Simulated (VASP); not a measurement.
A run of VASP 6.6.1:

File INCAR:

```
SYSTEM = ZrAl3B3N
PREC = Normal ; ENCUT = 520
EDIFF = 1E-5 ; ISMEAR = 0
SIGMA = 0.15 ; LREAL = Auto
LASPH = .True. ; NELM = 80
ALGO = Fast ; ISIF = 2
LWAVE = .False. ; LCHARG = .False.
GGA = PE ; NBANDS = 28
```

The input KPOINTS:

```
Automatic mesh
0
Gamma
  9 9 2
  0 0 0
```

File POSCAR:

```
ZrAl3B3N
1.0
    3.0172470000      0.0000000000      0.0000000000
   -1.5086230000      2.6130120000      0.0000000000
    0.0000000000      0.0000000000     11.4161900000
Zr Al B N
1 3 3 1
Direct
    0.6666670000      0.3333330000      0.0105530000
    0.6666670000      0.3333330000      0.3139950000
    0.0000000000      0.0000000000      0.5253830000
    0.3333330000      0.6666670000      0.7302860000
    0.0000000000      0.0000000000      0.1757430000
    0.3333330000      0.6666670000      0.1658530000
    0.0000000000      0.0000000000      0.8491690000
    0.3333330000      0.6666670000      0.4190330000
```

Potentials or basis: VASP PAW PBE potentials, release 64 (Zr_sv, Al, B, N).

Launch:

```bash
$ cat potpaw_PBE.64/Zr_sv/POTCAR potpaw_PBE.64/Al/POTCAR potpaw_PBE.64/B/POTCAR potpaw_PBE.64/N/POTCAR > POTCAR
$ mpirun -np 1 vasp_std > vasp.out
```

Hardware: 1 thread of Intel(R) Xeon(R) Platinum 8375C CPU @ 2.90GHz (Ice Lake), on a shared host.

Q: How long does it take, and how much memory?

A: Wall time 46 s on 1 thread of Intel(R) Xeon(R) Platinum 8375C CPU @ 2.90GHz (Ice Lake) (shared host), peak memory 0.17 GiB. Counts: scf iterations 17, k points 24.
